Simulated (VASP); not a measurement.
An input for Ansatz (written as the equivalent of a VASP run, and not itself run):

Ansatz 0.2 input:
```yaml
crystal:
  lattice:
    - [0.0000000, 2.3052000, 2.3052000]
    - [2.3052000, 0.0000000, 2.3052000]
    - [2.3052000, 2.3052000, 0.0000000]
  atoms:
    - { symbol: Ga, position: [0.0000000, 0.0000000, 0.0000000] }
    - { symbol: N, position: [0.2500000, 0.2500000, 0.2500000] }
kpoints:
  mp_grid: { grid: [9, 9, 9] }
hamiltonian:
  xc: pbe
  pseudopotentials: { kind: paw }
scf:
  occupations: { method: gaussian, width: 0.05 }
  max_iter: 100
output: { forces: true, stress: true, eigenvalues: true }
```

### Question
Write the VASP files for the same calculation (PBE).

### Answer
One answer among several that fit: 
### KPOINTS
```
Automatic mesh
0
Gamma
9 9 9
0 0 0
```

### INCAR
```
! general
SYSTEM   =  GaN
PREC     =  Accurate
ENCUT    =  800
LREAL    =  F
LASPH    =  T

! electronic loop
EDIFF    =  1E-6
NELM     =  100
ALGO     =  Normal
LMAXMIX  =  4

! smearing
ISMEAR   =  0
SIGMA    =  0.05

! functional
GGA      =  PE

! ions
ISIF     =  2

! output
LWAVE    =  F
LCHARG   =  F
```

File POSCAR:
```
GaN
1
    0.0000000000     2.3052000000     2.3052000000
    2.3052000000     0.0000000000     2.3052000000
    2.3052000000     2.3052000000     0.0000000000
Ga N
1 1
Direct
  0.0000000000   0.0000000000   0.0000000000
  0.2500000000   0.2500000000   0.2500000000
```

POTCAR, in this order: Ga_d N_h (PBE.64 set). Program: vasp_std.

The two are equivalent in intent, not identical: each code has its own PAW files, so the cut-off isn't converted (ENCUT is set for VASP's; basis.ecutwfc is left out, and Ansatz then takes the one that its files recommend); Ansatz stops its SCF on the density residual and VASP on the energy change (EDIFF).

The compound is GaN in the zinc blende structure, a metastable form; wurtzite is the usual one. The cell was not relaxed at this level. The run is one of a series of settings (ENCUT = 800, POTCAR Ga_d N_h (PBE.64 set) against the base run), some of them coarse on purpose.
